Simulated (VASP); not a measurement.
Given:

```yaml
crystal:
  lattice:
    - [1.51500, -2.62406, 0.00000]
    - [1.51500, 2.62406, 0.00000]
    - [0.00000, 0.00000, 3.23000]
  atoms:
    - { symbol: Ti, position: [0.99067, 0.99826, 0.00354] }
    - { symbol: B, position: [0.33601, 0.65392, 0.47902] }
    - { symbol: B, position: [0.67331, 0.34782, 0.51745] }
```

The numbers are results of PBE GGA, VASP's PBE PAW potentials (set 64) (plane waves; VASP), not measurements. Run with 400 eV cut-off, 8×8×7 Γ-centred mesh, Gaussian smearing of 0.20 eV, potentials Ti_sv B.

### Question
What does the run give for the energy per atom (σ→0), largest force, band gap (on the k-mesh) with the smallest direct gap where there is one?

### Answer

```yaml
band gap (on the k-mesh): none (metal, semimetal or under 0.01 eV)
energy per atom (σ→0): -8.107 eV/atom
largest_force: 1.539 eV/Å
```

The absolute energy has meaning only against runs of the same code, potentials and settings.

The structure is a typed TiB2 crystal. The cell was not relaxed at this level, atoms are displaced from their ideal sites.
